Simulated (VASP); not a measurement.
Data:

```
CELL_PARAMETERS angstrom
     -2.07617     2.07617     2.07617
      2.07617    -2.07617     2.07617
      2.07617     2.07617    -2.07617
ATOMIC_POSITIONS crystal
  Na 0.00000 0.00000 0.00000
```

Method: optB88-vdW, VASP's PBE PAW potentials (set 64) (plane waves; VASP). Run with 520 eV cut-off, Gaussian smearing of 0.050 eV, potentials Na_pv.

### Question
Give the energies of bands 4 to 6 at the high-symmetry points, in eV from the Fermi level.

### Answer

```
band      Γ     H     N     P
----  -----  ----  ----  ----
4     -3.40  4.58  0.74  2.74
5     11.92  4.58  1.19  2.74
6     11.92  4.96  8.34  2.74
```

It has no gap at this level: it comes out as a metal or semimetal.

The compound is Na in the bcc structure. It was relaxed first, which changed the volume by -7 %.
